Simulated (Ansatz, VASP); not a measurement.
This is a calculation of Mg6AlCr for VASP 6.6.1. Atoms were shifted at random by some hundredths of an Å from the given cell, which wasn't relaxed again for these runs. The cell comes from a database or a generator and needn't be the stable form of this composition.

Contents of INCAR:

```
SYSTEM = Mg6AlCr
PREC     = Accurate       ! precision mode
ENCUT    = 520            ! plane-wave cutoff, eV
EDIFF    = 1E-7           ! SCF threshold, eV
ISMEAR   = -1             ! smearing method
SIGMA    = 0.05           ! smearing width, eV
LREAL    = .FALSE.        ! projectors in reciprocal space
LASPH    = .TRUE.         ! aspherical terms in the spheres
NELM     = 100            ! most SCF steps
ALGO     = Normal         ! electronic algorithm
ISIF     = 2              ! what is computed and relaxed
LWAVE    = .FALSE.        ! write WAVECAR
LCHARG   = .FALSE.        ! write CHGCAR
ISPIN    = 2              ! spin polarisation
MAGMOM   = 3 0 0 0 0 0 0 0 ! initial moments
LORBIT   = 11             ! projections on sites
LMAXMIX  = 4              ! l up to which the mixer works
GGA      = PE             ! functional
NBANDS   = 28             ! bands
```

The input KPOINTS:

```
regular mesh
0
G
  6 5 5
  0 0 0
```

POSCAR

```
Mg6AlCr
1.0
    4.9184130000      0.0000000000      0.0000000000
    0.0000000000      3.1206600000      5.3555610000
    0.0000000000     -3.1206600000      5.3555610000
Cr Al Mg
1 1 6
Direct
    0.5084490000      0.6646690000      0.6755190000
   -0.0039660000      0.8205880000      0.8297960000
    0.4971110000      0.1670720000      0.1615400000
    0.4922900000      0.6674680000      0.1622370000
    0.4921680000      0.1569360000      0.6710650000
    0.0089690000      0.3335450000      0.3372350000
    0.0026260000      0.8317730000      0.3374730000
   -0.0011110000      0.3332590000      0.8331940000
```

Potentials or basis: VASP PAW PBE potentials, release 64 (Cr_pv, Al, Mg).

Command:

```sh
$ cat potpaw_PBE.64/Cr_pv/POTCAR potpaw_PBE.64/Al/POTCAR potpaw_PBE.64/Mg/POTCAR > POTCAR
$ mpirun -np 1 vasp_std > vasp.out
```

Problem. Translate it to Ansatz 0.2.0. Potentials or basis there: Ansatz PAW, cutoff 420 eV.

Solution. As run (cutoffs and basis follow the program's own potentials, and thresholds, step limits or extra output files can differ):

The input input.yaml:

```yaml
crystal:
  lattice:
    - [4.918413, 0.0, 0.0]
    - [0.0, 3.12066, 5.355561]
    - [0.0, -3.12066, 5.355561]
  atoms:
    - { symbol: Cr, position: [0.508449, 0.664669, 0.675519], spin: 3.0 }
    - { symbol: Al, position: [-0.003966, 0.820588, 0.829796] }
    - { symbol: Mg, position: [0.497111, 0.167072, 0.16154] }
    - { symbol: Mg, position: [0.49229, 0.667468, 0.162237] }
    - { symbol: Mg, position: [0.492168, 0.156936, 0.671065] }
    - { symbol: Mg, position: [0.008969, 0.333545, 0.337235] }
    - { symbol: Mg, position: [0.002626, 0.831773, 0.337473] }
    - { symbol: Mg, position: [-0.001111, 0.333259, 0.833194] }
hamiltonian:
  xc: pbe
  pseudopotentials: { kind: paw }
magnetization:
  spin_polarized: true
kpoints:
  mp_grid: { grid: [6, 5, 5] }
scf:
  occupations: { method: fermi_dirac, width: 0.05 }
output:
  forces: true
  stress: true
  eigenvalues: true
```

Potentials or basis: Ansatz PAW.

Run with:

```console
$ ansatz run input.yaml --threads 4 --pin off --max-ram 10240MiB --backend cpu --events-out ev --progress --plain --runs-dir out
```

Both were run:

|  | VASP | Ansatz |
| --- | --- | --- |
| Pressure | 0.0 GPa | 0.1 GPa |
| Largest force | 0.337 eV/Å | 0.336 eV/Å |
| Net moment | 3.90 μB per cell | 3.90 μB per cell |

Ansatz's pressure holds a Pulay term of +0.01 GPa for its cutoff of 420 eV, which the other run lacks.

The potentials hold 27 and 77 valence electrons a cell.

Where Ansatz's input types no cutoff or centring, it takes its own default and a Γ-centred mesh.

The magnetic state is the one that the start led to; the real crystal's order can differ.

Pressure is positive in compression.
